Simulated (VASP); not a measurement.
```
Li2Se
1.0
    0.00000     2.91812     2.93955
    3.02178     0.00000     2.93955
    3.02178     2.91812     0.00000
Li Se
2 1
Cartesian
  1.51089   1.45906   1.46977
  4.53267   4.37718   4.40932
  0.09745   0.00000   0.00000
```

Method: PBE GGA, VASP's PBE PAW potentials (set 64) (plane waves; VASP 6.6.1). Numerical set-up: PREC = Normal, 520 eV cut-off, 6×6×6 Γ-centred mesh, Gaussian smearing of 0.050 eV, potentials Li_sv Se.

Question: Estimate the energy per atom (σ→0), pressure, largest force.

Answer: 
```
Property                                Value
---------------------  ----------------------
energy per atom (σ→0)  -356.9 kJ/mol of atoms
pressure                             1.75 GPa
largest force                      0.374 eV/Å
```

The absolute energy has meaning only against runs of the same code, potentials and settings.

The compound is Li2Se in the antifluorite structure. The cell was not relaxed at this level, atoms are displaced from their ideal sites. The run is one of a series of settings (PREC = Normal against the base run), some of them coarse on purpose.
